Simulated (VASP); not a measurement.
OSZICAR of a VASP run on PtS₂ (1T layered):

**OSZICAR**
```
       N       E                     dE             d eps       ncg     rms          rms(c)
DAV:   1     0.977309678656E+02    0.97731E+02   -0.91149E+03   736   0.105E+03
DAV:   2    -0.127485447618E+02   -0.11048E+03   -0.10766E+03   937   0.222E+02
DAV:   3    -0.167316450786E+02   -0.39831E+01   -0.39691E+01   881   0.466E+01
DAV:   4    -0.167817856376E+02   -0.50141E-01   -0.50125E-01   972   0.560E+00
DAV:   5    -0.167827540230E+02   -0.96839E-03   -0.96836E-03   930   0.740E-01    0.178E+01
DAV:   6    -0.233830634818E+02   -0.66003E+01   -0.51104E+01   720   0.729E+01    0.314E+01
DAV:   7    -0.538006074338E+02   -0.30418E+02   -0.27293E+02   799   0.167E+02    0.340E+01
DAV:   8    -0.165323604866E+03   -0.11152E+03   -0.15230E+03  1024   0.251E+02    0.251E+02
DAV:   9    -0.290540166580E+03   -0.12522E+03   -0.44921E+03  1063   0.354E+02    0.258E+02
DAV:  10    -0.390515012749E+03   -0.99975E+02   -0.76028E+03  1195   0.269E+02    0.414E+02
DAV:  11    -0.339818692591E+03    0.50696E+02   -0.67888E+03  1139   0.409E+02    0.418E+02
DAV:  12    -0.372950800982E+03   -0.33132E+02   -0.75384E+03  1264   0.265E+02    0.615E+02
DAV:  13    -0.371197657808E+03    0.17531E+01   -0.73508E+03  1043   0.443E+02    0.613E+02
DAV:  14    -0.361715315455E+03    0.94823E+01   -0.73005E+03  1293   0.255E+02    0.618E+02
DAV:  15    -0.391195883489E+03   -0.29481E+02   -0.75786E+03  1095   0.455E+02    0.619E+02
DAV:  16    -0.368876240851E+03    0.22320E+02   -0.74159E+03  1321   0.254E+02    0.631E+02
DAV:  17    -0.397903606229E+03   -0.29027E+02   -0.76732E+03  1025   0.464E+02    0.628E+02
DAV:  18    -0.346032602613E+03    0.51871E+02   -0.70466E+03  1286   0.249E+02    0.541E+02
DAV:  19    -0.397538006881E+03   -0.51505E+02   -0.78527E+03  1074   0.453E+02    0.541E+02
DAV:  20    -0.359525349732E+03    0.38013E+02   -0.73105E+03  1300   0.251E+02    0.531E+02
DAV:  21    -0.393570050610E+03   -0.34045E+02   -0.76080E+03  1050   0.456E+02    0.528E+02
DAV:  22    -0.351621984917E+03    0.41948E+02   -0.71758E+03  1279   0.250E+02    0.531E+02
DAV:  23    -0.378247155696E+03   -0.26625E+02   -0.73854E+03  1112   0.447E+02    0.533E+02
DAV:  24    -0.364630526362E+03    0.13617E+02   -0.74318E+03  1258   0.255E+02    0.537E+02
DAV:  25    -0.388151836714E+03   -0.23521E+02   -0.75668E+03  1118   0.450E+02    0.541E+02
DAV:  26    -0.360015566622E+03    0.28136E+02   -0.73917E+03  1279   0.255E+02    0.501E+02
DAV:  27    -0.361620875429E+03   -0.16053E+01   -0.70832E+03  1089   0.431E+02    0.497E+02
DAV:  28    -0.362261761440E+03   -0.64089E+00   -0.73936E+03  1265   0.258E+02    0.509E+02
DAV:  29    -0.367829045431E+03   -0.55673E+01   -0.72775E+03  1104   0.434E+02    0.509E+02
DAV:  30    -0.361953717991E+03    0.58753E+01   -0.74302E+03  1265   0.259E+02    0.419E+02
DAV:  31    -0.358498954006E+03    0.34548E+01   -0.70869E+03  1130   0.423E+02    0.418E+02
DAV:  32    -0.373744842202E+03   -0.15246E+02   -0.75533E+03  1279   0.262E+02    0.641E+02
DAV:  33    -0.392906251508E+03   -0.19161E+02   -0.76195E+03  1087   0.459E+02    0.643E+02
DAV:  34    -0.362769724254E+03    0.30137E+02   -0.73255E+03  1286   0.253E+02    0.705E+02
DAV:  35    -0.416720543156E+03   -0.53951E+02   -0.79964E+03  1088   0.479E+02    0.704E+02
DAV:  36    -0.353460627936E+03    0.63260E+02   -0.70090E+03  1300   0.246E+02    0.675E+02
DAV:  37    -0.453731038215E+03   -0.10027E+03   -0.89294E+03  1071   0.502E+02    0.683E+02
DAV:  38    -0.346268597307E+03    0.10746E+03   -0.72626E+03  1286   0.246E+02    0.497E+02
DAV:  39    -0.369000436855E+03   -0.22732E+02   -0.72156E+03  1111   0.437E+02    0.488E+02
DAV:  40    -0.364852467395E+03    0.41480E+01   -0.74488E+03  1293   0.259E+02    0.531E+02
DAV:  41    -0.371887138707E+03   -0.70347E+01   -0.73115E+03  1104   0.442E+02    0.529E+02
DAV:  42    -0.362835803411E+03    0.90513E+01   -0.73545E+03  1251   0.256E+02    0.599E+02
DAV:  43    -0.390684316903E+03   -0.27849E+02   -0.76386E+03  1058   0.458E+02    0.601E+02
DAV:  44    -0.357101659095E+03    0.33583E+02   -0.72032E+03  1286   0.251E+02    0.670E+02
DAV:  45    -0.414137836594E+03   -0.57036E+02   -0.80011E+03  1061   0.475E+02    0.674E+02
DAV:  46    -0.352622412034E+03    0.61515E+02   -0.72490E+03  1272   0.249E+02    0.535E+02
DAV:  47    -0.377833618681E+03   -0.25211E+02   -0.73925E+03  1110   0.443E+02    0.529E+02
DAV:  48    -0.367462837207E+03    0.10371E+02   -0.74841E+03  1279   0.257E+02    0.626E+02
DAV:  49    -0.379727191561E+03   -0.12264E+02   -0.74239E+03  1074   0.449E+02    0.626E+02
DAV:  50    -0.361837096971E+03    0.17890E+02   -0.73061E+03  1265   0.251E+02    0.751E+02
DAV:  51    -0.407557100380E+03   -0.45720E+02   -0.77954E+03  1062   0.471E+02    0.753E+02
DAV:  52    -0.356781555468E+03    0.50776E+02   -0.72776E+03  1279   0.250E+02    0.576E+02
DAV:  53    -0.395534160021E+03   -0.38753E+02   -0.77458E+03  1111   0.457E+02    0.575E+02
DAV:  54    -0.363142983778E+03    0.32391E+02   -0.73715E+03  1265   0.253E+02    0.491E+02
DAV:  55    -0.387712499741E+03   -0.24570E+02   -0.76835E+03  1081   0.451E+02    0.490E+02
DAV:  56    -0.358930606111E+03    0.28782E+02   -0.73654E+03  1258   0.253E+02    0.498E+02
DAV:  57    -0.372600953588E+03   -0.13670E+02   -0.72025E+03  1080   0.437E+02    0.498E+02
DAV:  58    -0.359741458269E+03    0.12859E+02   -0.73288E+03  1279   0.257E+02    0.528E+02
DAV:  59    -0.387223334069E+03   -0.27482E+02   -0.76387E+03  1122   0.454E+02    0.529E+02
DAV:  60    -0.356756960881E+03    0.30466E+02   -0.72580E+03  1251   0.255E+02    0.536E+02
DAV:  61    -0.383713346120E+03   -0.26956E+02   -0.75312E+03  1082   0.451E+02    0.537E+02
DAV:  62    -0.362908609647E+03    0.20805E+02   -0.73838E+03  1272   0.254E+02    0.609E+02
DAV:  63    -0.391230105882E+03   -0.28321E+02   -0.76772E+03  1092   0.457E+02    0.607E+02
DAV:  64    -0.358383510808E+03    0.32847E+02   -0.72982E+03  1272   0.253E+02    0.577E+02
DAV:  65    -0.389674547228E+03   -0.31291E+02   -0.73899E+03  1046   0.454E+02    0.579E+02
DAV:  66    -0.354636633870E+03    0.35038E+02   -0.72256E+03  1279   0.253E+02    0.487E+02
DAV:  67    -0.385040668814E+03   -0.30404E+02   -0.76169E+03  1099   0.446E+02    0.487E+02
DAV:  68    -0.364486468468E+03    0.20554E+02   -0.73973E+03  1258   0.255E+02    0.711E+02
DAV:  69    -0.398640248158E+03   -0.34154E+02   -0.77787E+03  1078   0.465E+02    0.713E+02
DAV:  70    -0.361856484552E+03    0.36784E+02   -0.73471E+03  1307   0.251E+02    0.644E+02
DAV:  71    -0.406373637030E+03   -0.44517E+02   -0.78273E+03  1087   0.467E+02    0.642E+02
DAV:  72    -0.355503664234E+03    0.50870E+02   -0.72994E+03  1279   0.249E+02    0.453E+02
DAV:  73    -0.373744758266E+03   -0.18241E+02   -0.73643E+03  1099   0.436E+02    0.451E+02
DAV:  74    -0.361767130968E+03    0.11978E+02   -0.73737E+03  1279   0.257E+02    0.554E+02
DAV:  75    -0.378180258063E+03   -0.16413E+02   -0.73521E+03  1063   0.448E+02    0.555E+02
DAV:  76    -0.358697990605E+03    0.19482E+02   -0.72863E+03  1286   0.253E+02    0.556E+02
DAV:  77    -0.385569994295E+03   -0.26872E+02   -0.74294E+03  1077   0.451E+02    0.556E+02
DAV:  78    -0.357105849245E+03    0.28464E+02   -0.72729E+03  1272   0.255E+02    0.588E+02
DAV:  79    -0.385394008819E+03   -0.28288E+02   -0.75807E+03  1099   0.451E+02    0.589E+02
DAV:  80    -0.360053930155E+03    0.25340E+02   -0.73471E+03  1251   0.255E+02    0.640E+02
DAV:  81    -0.387138576219E+03   -0.27085E+02   -0.75368E+03  1073   0.455E+02    0.640E+02
DAV:  82    -0.360239114574E+03    0.26899E+02   -0.73449E+03  1286   0.253E+02    0.597E+02
DAV:  83    -0.390141486984E+03   -0.29902E+02   -0.76660E+03  1081   0.456E+02    0.597E+02
DAV:  84    -0.355798774428E+03    0.34343E+02   -0.72360E+03  1286   0.252E+02    0.638E+02
DAV:  85    -0.392687309676E+03   -0.36889E+02   -0.76022E+03  1066   0.459E+02    0.638E+02
DAV:  86    -0.355323315923E+03    0.37364E+02   -0.72343E+03  1251   0.252E+02    0.519E+02
DAV:  87    -0.382049943582E+03   -0.26727E+02   -0.75114E+03  1136   0.445E+02    0.521E+02
DAV:  88    -0.365304072941E+03    0.16746E+02   -0.74862E+03  1272   0.257E+02    0.617E+02
DAV:  89    -0.378581541312E+03   -0.13277E+02   -0.74319E+03  1111   0.446E+02    0.615E+02
DAV:  90    -0.366697435881E+03    0.11884E+02   -0.74333E+03  1286   0.256E+02    0.595E+02
DAV:  91    -0.390640392369E+03   -0.23943E+02   -0.75409E+03  1100   0.452E+02    0.596E+02
DAV:  92    -0.362381984885E+03    0.28258E+02   -0.73957E+03  1279   0.256E+02    0.524E+02
DAV:  93    -0.370528181846E+03   -0.81462E+01   -0.72152E+03  1097   0.439E+02    0.522E+02
DAV:  94    -0.368134087546E+03    0.23941E+01   -0.73513E+03  1300   0.255E+02    0.770E+02
DAV:  95    -0.421112400452E+03   -0.52978E+02   -0.81246E+03  1026   0.488E+02    0.774E+02
DAV:  96    -0.339175128941E+03    0.81937E+02   -0.69667E+03  1300   0.245E+02    0.544E+02
DAV:  97    -0.392259107698E+03   -0.53084E+02   -0.76857E+03  1097   0.455E+02    0.543E+02
DAV:  98    -0.360477587301E+03    0.31782E+02   -0.73713E+03  1286   0.254E+02    0.593E+02
DAV:  99    -0.389095789858E+03   -0.28618E+02   -0.74536E+03  1062   0.454E+02    0.594E+02
DAV: 100    -0.361643296735E+03    0.27452E+02   -0.73068E+03  1286   0.253E+02
   1 F= -.36164330E+03 E0= -.36164064E+03  d E =-.530698E-02
```

Task: Which electronic solver shows in the log?

Result: It is blocked Davidson (ALGO = Normal, or the opening steps of other solvers). The INCAR had ALGO = Normal.

Task: Can the final energy be trusted as converged?

Result: Convergence was not reached. It stopped with EDIFF = 1E-6, NELM = 100 (PBE GGA, plane waves, VASP's PBE PAW potentials (set 64)).

The compound is PtS2 in the 1T layered structure. The cell was not relaxed at this level. The k-mesh is coarse (spacing up to 0.33 per Å, 2π included), so the numbers may not be converged in it. The run is one of a series of settings (AMIX = 1.0, BMIX = 1.0, IMIX = 1 against the base run), some of them coarse on purpose.
